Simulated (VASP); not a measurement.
AlN: band structure with HSE06

**Measured values to compare with.**

From “Structural and optical properties of self-assembled AlN nanowires grown on SiO2/Si substrates by molecular beam epitaxy”, 2024, arxiv:2402.00216, for a bulk crystal of AlN at 0 K: band gap 6.0343 eV (an exciton energy, a little under the gap).

Crystal: AlN.

```
CELL_PARAMETERS angstrom
3.11299 0.00000 0.00000
-1.55650 2.69593 0.00000
0.00000 0.00000 4.98203
ATOMIC_POSITIONS crystal
Al 0.66667 0.33333 0.49900
Al 0.33333 0.66667 0.99900
N 0.66667 0.33333 0.88100
N 0.33333 0.66667 0.38100
```

The cell is a database's computed one.

```json
{
 "Program": "VASP 6.6.1",
 "Task": "band structure",
 "Functional": "HSE06",
 "Potentials or basis": "VASP PAW PBE potentials, release 64 (Al, N)",
 "Cutoff": "520 eV",
 "k mesh": "6 × 6 × 4",
 "Occupations": "gaussian, width 0.02 eV",
 "Spin": "no spin polarisation",
 "Grid for exact exchange (PRECFOCK)": "Fast",
 "Screening parameter": "0.2 1/A",
 "Further INCAR settings": "ALGO = Normal; EDIFF = 1e-07"
}
```

```json
{
 "Pressure": "-1.8 GPa",
 "Largest force": "0.006 eV/Å",
 "Band gap on the k mesh": "5.56 eV, direct",
 "Band gap along the path": "5.56 eV, direct"
}
```

Forces in eV/Å, atoms in the order of the input:
```
Al   0.000  0.000  0.005
Al   0.000  0.000  0.005
N    0.000  0.000 -0.005
N    0.000  0.000 -0.005
```

Stress tensor (GPa, compression positive):
```
-1.89  0.00  0.00
 0.00 -1.89  0.00
 0.00  0.00 -1.69
```

Levels at the corners of the path, in eV from the valence-band top:
```tsv
point	band 5	band 6	band 7	band 8	band 9	band 10	band 11	band 12
Γ	-0.97	-0.25	-0.24	0.00	5.56	8.12	12.49	12.76
M	-3.65	-2.31	-1.90	-0.78	7.18	7.18	9.72	12.11
M	-3.65	-2.31	-1.90	-0.78	7.18	7.18	9.72	12.08
K	-4.12	-2.69	-2.60	-2.60	6.36	9.96	11.36	11.36
K	-4.12	-2.69	-2.60	-2.60	6.36	9.96	11.36	11.36
Γ	-0.97	-0.25	-0.24	0.00	5.56	8.12	12.48	12.76
Γ	-0.97	-0.25	-0.24	0.00	5.56	8.12	12.49	12.76
A	-0.62	-0.62	-0.62	-0.62	7.94	7.94	12.00	12.00
A	-0.62	-0.62	-0.62	-0.62	7.94	7.94	12.00	12.00
L	-1.63	-1.63	-1.49	-1.49	6.66	6.66	10.79	10.79
L	-1.63	-1.63	-1.49	-1.49	6.66	6.66	10.79	10.79
H	-4.18	-4.18	-0.89	-0.89	8.92	8.92	9.32	9.32
H	-4.18	-4.18	-0.89	-0.89	8.92	8.92	9.32	9.32
A	-0.62	-0.62	-0.62	-0.62	7.94	7.94	12.00	12.00
L	-1.63	-1.63	-1.49	-1.49	6.66	6.66	10.79	10.79
M	-3.65	-2.31	-1.90	-0.78	7.18	7.18	9.72	12.08
K	-4.12	-2.69	-2.60	-2.60	6.36	9.96	11.36	11.36
H	-4.18	-4.18	-0.89	-0.89	8.92	8.92	9.32	9.32
```

It took 26 min on 1 thread of Intel(R) Xeon(R) 6975P-C (Granite Rapids) (shared host), peak memory 0.33 GiB.

Against the measured gap of AlN, 6.0343 eV (an exciton energy, a little under the gap; 0 K; quoted in “Structural and optical properties of self-assembled AlN nanowires grown on SiO2/Si substrates by molecular beam epitaxy”, 2024, arxiv:2402.00216), the calculated 5.56 eV is off by -0.48 eV. 2 values of this kind are on record (6.034 to 6.0343 eV); this one was drawn at random. The value is that of HSE06, without temperature or zero-point motion. The cell is a database's relaxed one, not the measured one, which moves gaps too.

Caveat: the PAW data sets were made with another functional, which shifts forces and pressure a little.
